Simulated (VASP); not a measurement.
Computed with PBE GGA, VASP's PBE PAW potentials (set 64) (plane waves; VASP 6.6.1).

VASP ran on this input.

**POSCAR**
```
Al32As32H
1
   11.4648462108     0.0000000000     0.0000000000
    0.0000000000    11.4648462108    -0.0000000000
   -0.0000000000    -0.0000000000    11.4648462108
Al As H
32 32 1
Direct
  0.5000000000   0.0000000000   0.0000000000
  0.7500000000   0.2500000000   0.0000000000
  0.7500000000   0.0000000000   0.2500000000
  0.0000000000   0.0000000000   0.0000000000
  0.2500000000   0.2500000000   0.0000000000
  0.5000000000   0.5000000000   0.0000000000
  0.7500000000   0.7500000000   0.0000000000
  0.2500000000   0.0000000000   0.2500000000
  0.5017880000   0.2543440000   0.2512080000
  0.7500000000   0.5000000000   0.2500000000
  0.5000000000   0.0000000000   0.5000000000
  0.7500000000   0.2500000000   0.5000000000
  0.7500000000   0.0000000000   0.7500000000
  0.0000000000   0.5000000000   0.0000000000
  0.2500000000   0.7500000000   0.0000000000
  0.0000000000   0.2500000000   0.2500000000
  0.2496410000   0.5003870000   0.2506760000
  0.5000000000   0.7500000000   0.2500000000
  0.0000000000   0.0000000000   0.5000000000
  0.2457830000   0.2465670000   0.4977500000
  0.4981530000   0.5003520000   0.4965920000
  0.7500000000   0.7500000000   0.5000000000
  0.2500000000   0.0000000000   0.7500000000
  0.5000000000   0.2500000000   0.7500000000
  0.7500000000   0.5000000000   0.7500000000
  0.0000000000   0.7500000000   0.2500000000
  0.0000000000   0.5000000000   0.5000000000
  0.2500000000   0.7500000000   0.5000000000
  0.0000000000   0.2500000000   0.7500000000
  0.2500000000   0.5000000000   0.7500000000
  0.5000000000   0.7500000000   0.7500000000
  0.0000000000   0.7500000000   0.7500000000
  0.6250000000   0.1250000000   0.1250000000
  0.8750000000   0.3750000000   0.1250000000
  0.8750000000   0.1250000000   0.3750000000
  0.1250000000   0.1250000000   0.1250000000
  0.3774130000   0.3754310000   0.1219810000
  0.6250000000   0.6250000000   0.1250000000
  0.8750000000   0.8750000000   0.1250000000
  0.3780070000   0.1259320000   0.3746060000
  0.6207450000   0.3718160000   0.3762840000
  0.8750000000   0.6250000000   0.3750000000
  0.6250000000   0.1250000000   0.6250000000
  0.8750000000   0.3750000000   0.6250000000
  0.8750000000   0.1250000000   0.8750000000
  0.1250000000   0.6250000000   0.1250000000
  0.3750000000   0.8750000000   0.1250000000
  0.1255940000   0.3750950000   0.3750590000
  0.3708950000   0.6223360000   0.3729050000
  0.6250000000   0.8750000000   0.3750000000
  0.1250000000   0.1250000000   0.6250000000
  0.3781320000   0.3706770000   0.6216840000
  0.6250000000   0.6250000000   0.6250000000
  0.8750000000   0.8750000000   0.6250000000
  0.3750000000   0.1250000000   0.8750000000
  0.6250000000   0.3750000000   0.8750000000
  0.8750000000   0.6250000000   0.8750000000
  0.1250000000   0.8750000000   0.3750000000
  0.1250000000   0.6250000000   0.6250000000
  0.3750000000   0.8750000000   0.6250000000
  0.1250000000   0.3750000000   0.8750000000
  0.3750000000   0.6250000000   0.8750000000
  0.6250000000   0.8750000000   0.8750000000
  0.1250000000   0.8750000000   0.8750000000
  0.3730760000   0.3734070000   0.3773530000
```

### INCAR
```
ALGO = Fast
EDIFF = 1E-5
EDIFFG = -0.03
ENCUT = 400
GGA = PE
IBRION = 2
ISIF = 2
ISMEAR = 0
ISYM = 0
LASPH = T
LCHARG = F
LMAXMIX = 4
LREAL = Auto
LWAVE = T
NELECT = 258.0
NELM = 100
NELMIN = 4
NSW = 60
PREC = Normal
SIGMA = 0.05
SYSTEM = Al32As32H
```

KPOINTS:
```
K-points
0
G
1 1 1
0 0 0
```

POTCAR, in this order: Al As H (PBE.64 set). Program: vasp_gam.

The run wrote:

File OSZICAR:
```
...
DAV:   3    -0.297579068812E+03   -0.16097E+03   -0.15904E+03   384   0.664E+01
DAV:   4    -0.302254582855E+03   -0.46755E+01   -0.46611E+01   384   0.128E+01
DAV:   5    -0.302351111710E+03   -0.96529E-01   -0.96367E-01   400   0.203E+00    0.183E+01
RMM:   6    -0.294983417381E+03    0.73677E+01   -0.12084E+01   324   0.466E+00    0.106E+01
RMM:   7    -0.294146474046E+03    0.83694E+00   -0.13789E+01   324   0.502E+00    0.364E+00
RMM:   8    -0.294184851259E+03   -0.38377E-01   -0.25421E+00   324   0.261E+00    0.158E+00
RMM:   9    -0.294064819916E+03    0.12003E+00   -0.58441E-01   324   0.115E+00    0.431E-01
RMM:  10    -0.294071820780E+03   -0.70009E-02   -0.89080E-02   335   0.473E-01    0.427E-01
RMM:  11    -0.294063729486E+03    0.80913E-02   -0.21842E-02   324   0.265E-01    0.124E-01
RMM:  12    -0.294064892287E+03   -0.11628E-02   -0.12672E-02   324   0.171E-01    0.110E-01
RMM:  13    -0.294064392887E+03    0.49940E-03   -0.10564E-03   324   0.722E-02    0.755E-02
RMM:  14    -0.294064165278E+03    0.22761E-03   -0.97168E-04   324   0.483E-02    0.151E-02
RMM:  15    -0.294064178154E+03   -0.12876E-04   -0.15240E-04   326   0.215E-02    0.115E-02
RMM:  16    -0.294064181758E+03   -0.36040E-05   -0.36951E-05   228   0.106E-02
   1 F= -.29406418E+03 E0= -.29406418E+03  d E =-.294064E+03
       N       E                     dE             d eps       ncg     rms          rms(c)
DAV:   1    -0.294305216672E+03   -0.24104E+00   -0.51522E+00   360   0.431E+00    0.777E-01
RMM:   2    -0.294330210842E+03   -0.24994E-01   -0.34486E-01   324   0.104E+00    0.276E-01
RMM:   3    -0.294333695756E+03   -0.34849E-02   -0.56463E-02   328   0.444E-01    0.206E-01
RMM:   4    -0.294333956650E+03   -0.26089E-03   -0.10265E-02   329   0.196E-01    0.940E-02
RMM:   5    -0.294334178811E+03   -0.22216E-03   -0.24886E-03   335   0.103E-01    0.448E-02
RMM:   6    -0.294334237037E+03   -0.58226E-04   -0.56886E-04   347   0.519E-02    0.190E-02
RMM:   7    -0.294334252071E+03   -0.15034E-04   -0.12960E-04   322   0.244E-02    0.116E-02
RMM:   8    -0.294334253346E+03   -0.12756E-05   -0.19541E-05   206   0.101E-02
   2 F= -.29433425E+03 E0= -.29433425E+03  d E =-.270072E+00
       N       E                     dE             d eps       ncg     rms          rms(c)
DAV:   1    -0.294370517927E+03   -0.36266E-01   -0.21808E+00   328   0.283E+00    0.490E-01
RMM:   2    -0.294380691996E+03   -0.10174E-01   -0.14338E-01   324   0.689E-01    0.179E-01
RMM:   3    -0.294382059870E+03   -0.13679E-02   -0.23466E-02   327   0.294E-01    0.127E-01
RMM:   4    -0.294382199539E+03   -0.13967E-03   -0.44642E-03   331   0.130E-01    0.601E-02
RMM:   5    -0.294382286838E+03   -0.87299E-04   -0.97096E-04   335   0.669E-02    0.293E-02
RMM:   6    -0.294382313185E+03   -0.26348E-04   -0.23829E-04   348   0.339E-02    0.122E-02
RMM:   7    -0.294382318855E+03   -0.56691E-05   -0.49943E-05   243   0.160E-02
   3 F= -.29438232E+03 E0= -.29438232E+03  d E =-.318137E+00
       N       E                     dE             d eps       ncg     rms          rms(c)
DAV:   1    -0.294455617043E+03   -0.73304E-01   -0.10863E+00   328   0.214E+00    0.310E-01
RMM:   2    -0.294459374091E+03   -0.37570E-02   -0.50831E-02   324   0.429E-01    0.127E-01
RMM:   3    -0.294460157447E+03   -0.78336E-03   -0.92236E-03   327   0.195E-01    0.942E-02
RMM:   4    -0.294460260278E+03   -0.10283E-03   -0.16412E-03   325   0.872E-02    0.395E-02
RMM:   5    -0.294460312376E+03   -0.52099E-04   -0.47994E-04   332   0.488E-02    0.187E-02
RMM:   6    -0.294460322635E+03   -0.10259E-04   -0.11412E-04   322   0.237E-02    0.136E-02
RMM:   7    -0.294460325659E+03   -0.30237E-05   -0.25468E-05   219   0.115E-02
   4 F= -.29446033E+03 E0= -.29446033E+03  d E =-.780068E-01
       N       E                     dE             d eps       ncg     rms          rms(c)
DAV:   1    -0.294509071047E+03   -0.48748E-01   -0.32920E+00   324   0.371E+00    0.533E-01
RMM:   2    -0.294520485385E+03   -0.11414E-01   -0.15461E-01   324   0.744E-01    0.220E-01
RMM:   3    -0.294522896172E+03   -0.24108E-02   -0.27959E-02   327   0.337E-01    0.166E-01
RMM:   4    -0.294523217633E+03   -0.32146E-03   -0.49364E-03   326   0.150E-01    0.688E-02
RMM:   5    -0.294523373318E+03   -0.15568E-03   -0.14172E-03   332   0.839E-02    0.316E-02
RMM:   6    -0.294523405254E+03   -0.31936E-04   -0.35029E-04   356   0.407E-02    0.239E-02
RMM:   7    -0.294523413470E+03   -0.82165E-05   -0.73056E-05   288   0.192E-02
   5 F= -.29452341E+03 E0= -.29452341E+03  d E =-.141095E+00
       N       E                     dE             d eps       ncg     rms          rms(c)
DAV:   1    -0.294575397012E+03   -0.51992E-01   -0.20185E+00   344   0.284E+00    0.425E-01
RMM:   2    -0.294583310090E+03   -0.79131E-02   -0.10345E-01   324   0.607E-01    0.169E-01
RMM:   3    -0.294584844230E+03   -0.15341E-02   -0.18116E-02   327   0.273E-01    0.122E-01
RMM:   4    -0.294585013212E+03   -0.16898E-03   -0.30784E-03   327   0.120E-01    0.512E-02
RMM:   5    -0.294585100295E+03   -0.87084E-04   -0.79459E-04   332   0.644E-02    0.238E-02
RMM:   6    -0.294585117988E+03   -0.17693E-04   -0.19134E-04   342   0.318E-02    0.103E-02
RMM:   7    -0.294585123101E+03   -0.51125E-05   -0.49744E-05   255   0.169E-02
   6 F= -.29458512E+03 E0= -.29458512E+03  d E =-.617096E-01
       N       E                     dE             d eps       ncg     rms          rms(c)
DAV:   1    -0.294593694788E+03   -0.85768E-02   -0.10372E+00   336   0.203E+00    0.307E-01
RMM:   2    -0.294597766620E+03   -0.40718E-02   -0.53499E-02   324   0.438E-01    0.122E-01
RMM:   3    -0.294598551722E+03   -0.78510E-03   -0.93132E-03   326   0.197E-01    0.882E-02
RMM:   4    -0.294598642227E+03   -0.90505E-04   -0.16200E-03   327   0.872E-02    0.369E-02
RMM:   5    -0.294598687447E+03   -0.45221E-04   -0.41773E-04   331   0.467E-02    0.175E-02
RMM:   6    -0.294598696574E+03   -0.91271E-05   -0.96050E-05   317   0.230E-02
   7 F= -.29459870E+03 E0= -.29459870E+03  d E =-.752831E-01
       N       E                     dE             d eps       ncg     rms          rms(c)
DAV:   1    -0.294606650361E+03   -0.79629E-02   -0.13210E+00   340   0.212E+00    0.335E-01
RMM:   2    -0.294611913289E+03   -0.52629E-02   -0.69733E-02   324   0.462E-01    0.122E-01
RMM:   3    -0.294612810350E+03   -0.89706E-03   -0.11469E-02   324   0.202E-01    0.878E-02
RMM:   4    -0.294612901554E+03   -0.91204E-04   -0.21753E-03   328   0.894E-02    0.367E-02
RMM:   5    -0.294612949445E+03   -0.47891E-04   -0.47430E-04   340   0.448E-02    0.189E-02
RMM:   6    -0.294612957094E+03   -0.76486E-05   -0.82243E-05   292   0.209E-02
   8 F= -.29461296E+03 E0= -.29461296E+03  d E =-.142605E-01
       N       E                     dE             d eps       ncg     rms          rms(c)
DAV:   1    -0.294613006031E+03   -0.56586E-04   -0.12350E-02   376   0.205E-01    0.324E-02
RMM:   2    -0.294613057441E+03   -0.51410E-04   -0.67303E-04   324   0.460E-02    0.123E-02
RMM:   3    -0.294613067063E+03   -0.96213E-05   -0.11741E-04   281   0.207E-02    0.919E-03
RMM:   4    -0.294613068047E+03   -0.98423E-06   -0.20754E-05   211   0.914E-03
   9 F= -.29461307E+03 E0= -.29461307E+03  d E =-.143715E-01
       N       E                     dE             d eps       ncg     rms          rms(c)
DAV:   1    -0.294615072489E+03   -0.20054E-02   -0.90081E-02   332   0.607E-01    0.106E-01
RMM:   2    -0.294615521460E+03   -0.44897E-03   -0.61634E-03   324   0.146E-01    0.403E-02
RMM:   3    -0.294615598283E+03   -0.76824E-04   -0.10108E-03   324   0.641E-02    0.287E-02
RMM:   4    -0.294615603275E+03   -0.49914E-05   -0.17705E-04   326   0.288E-02    0.123E-02
RMM:   5    -0.294615608022E+03   -0.47469E-05   -0.48781E-05   264   0.158E-02
  10 F= -.29461561E+03 E0= -.29461561E+03  d E =-.253997E-02
```

**OUTCAR**
```
------------------------ aborting loop because EDIFF is reached ----------------------------------------
  FORCE on cell =-STRESS in cart. coord.  units (eV):
  Direction    XX          YY          ZZ          XY          YZ          ZX
  --------------------------------------------------------------------------------------
  Total        9.5923363      9.5842641      9.5859520     -0.0142219      0.0014389      0.0199733
  in kB       10.1983585     10.1897764     10.1915709     -0.0151204      0.0015298      0.0212352
  external PRESSURE =      10.1932353 kB  Pullay stress =       0.0000000 kB
  volume of cell :     1506.97
      direct lattice vectors                 reciprocal lattice vectors
    11.464846211  0.000000000  0.000000000     0.087223150  0.000000000  0.000000000
     0.000000000 11.464846211  0.000000000     0.000000000  0.087223150  0.000000000
     0.000000000  0.000000000 11.464846211     0.000000000  0.000000000  0.087223150
  FREE ENERGIE OF THE ION-ELECTRON SYSTEM (eV)
  ---------------------------------------------------
  free  energy   TOTEN  =      -294.6156080217 eV

  energy  without entropy=     -294.6156080217  energy(sigma->0) =     -294.61560802

 reached required accuracy - stopping structural energy minimisation
```
(Selected blocks of OUTCAR.)

### CONTCAR
```
Al32As32H
   1.00000000000000
    11.4648462107999993    0.0000000000000000    0.0000000000000000
     0.0000000000000000   11.4648462107999993    0.0000000000000000
     0.0000000000000000    0.0000000000000000   11.4648462107999993
  Al              As              H
    32    32     1
Direct
     0.5016105497508880    0.0013855052842364    0.0013411823055055
     0.7484780164593546    0.2483946830409041    0.0012911515607563
     0.7483910717931256    0.0013369773063604    0.2483336866367977
     0.9998323892689734    0.9997246529290191    0.9998058347933046
     0.2496316130442698    0.2494436210980785    0.9974465792846767
     0.5005539461024094    0.5005333181592868    0.9973221944179890
     0.7502963194191510    0.7502127800150385    0.9998036949796441
     0.2494906645151490    0.9972561063822881    0.2492284703939755
     0.4895812114488217    0.2602068800358029    0.2601723175207567
     0.7525148182856858    0.5004652225095688    0.2494903802767236
     0.5005123020885789    0.9975105043182140    0.5003328699776882
     0.7522965401303230    0.2495655551560667    0.5004819189444912
     0.7503227049272412    0.9995692216543862    0.7502873489051111
     0.0012273035801879    0.5015844176433797    0.0011370521635641
     0.2483485735394108    0.7482641166714570    0.0011753401798877
     0.9972702319485335    0.2493019731569529    0.2493137280176745
     0.2598921716312129    0.4895763274535010    0.2598794944410353
     0.5003044644789708    0.7523000582646394    0.2494417064543841
     0.0011572066887637    0.0012124695949614    0.5015856264982465
     0.2601756751215418    0.2600989313787124    0.4893991477049470
     0.4890612933758902    0.4892081449255865    0.4892458954813726
     0.7483318863999885    0.7482648932463171    0.5016080034774331
     0.2483409925616390    0.0012676710806997    0.7483698366482051
     0.5004989716313178    0.2493173483670186    0.7523611766123228
     0.7483812032418700    0.5016296971415648    0.7482433704640231
     0.0013425574378043    0.7485430536406787    0.2482859491962524
     0.9976374284058135    0.5003344195831438    0.5003777340060092
     0.2494291615886444    0.7522928727362435    0.5003613810103252
     0.0014234584136702    0.2482648794525603    0.7484494790989655
     0.2494856590092001    0.5002563960191908    0.7523810919385230
     0.5016335182651870    0.7485634469170711    0.7482999916981410
     0.9998514288279263    0.7499598718579734    0.7501745729200489
     0.6201304674437901    0.1297224908568494    0.1296618912793295
     0.8749187467762460    0.3749352901080287    0.1233049592113636
     0.8747629970576651    0.1233230478608477    0.3749612955687958
     0.1251621263537813    0.1250594803805129    0.1250732591458728
     0.3749539882646888    0.3750261093029570    0.1188708316565358
     0.6249082368965198    0.6248186846592267    0.1251035586625429
     0.8749839392347643    0.8750219313193408    0.1249689146026955
     0.3749267351672486    0.1187549240761014    0.3747340295840078
     0.6308661577938608    0.3749188242465868    0.3748025170830490
     0.8750518022431962    0.6265405208944843    0.3750238554006459
     0.6249477340786030    0.1249875838431496    0.6248293419604882
     0.8750226276590249    0.3749137861826209    0.6265016282955006
     0.8750068820742802    0.1249026246761104    0.8749587610587389
     0.1294085242440720    0.6201758255656796    0.1294106994120731
     0.3749589808712201    0.8747737950054688    0.1232150740135148
     0.1188442979618685    0.3747172376486529    0.3747427623074959
     0.3746637190693111    0.6307436804824373    0.3746819655371650
     0.6265349424524865    0.8748257144543965    0.3749048249030227
     0.1296376106076376    0.1295341593085835    0.6200224952314316
     0.3747268067976126    0.3746770362237599    0.6309144273907119
     0.6196791949466857    0.6199370944377035    0.6199149341017727
     0.8748826179197028    0.8746810970609704    0.6249772209541523
     0.3749905325084232    0.1232916908344696    0.8748312745466527
     0.6265454479315388    0.3749532640545963    0.8747829606102651
     0.8748415951782240    0.6249388872996451    0.8748290368586371
     0.1233747624162542    0.8749170808523743    0.3749275893891524
     0.1251648102511237    0.6247434657762737    0.6247718458215165
     0.3749148303940063    0.8749461250033275    0.6263346176996680
     0.1233912452932296    0.3748493602516522    0.8749444934993035
     0.3750780470448346    0.6264696627728550    0.8747036756344623
     0.6250229034048181    0.8748820018680875    0.8749504399884034
     0.1249894831045432    0.8748632012646327    0.8749401815016086
     0.3746288731771809    0.3746523044067187    0.3750744290806434
```

The cell is charged, with a uniform compensating background. The supercell is sampled at Γ alone, which is coarse: total energies, pressure and levels can be off, energies of defects by several tenths of an eV.

The cell is a supercell with a defect, built from AlAs (zinc blende): H_i, charge -1. The run is not spin-polarised, so no state with unpaired spins was tried.
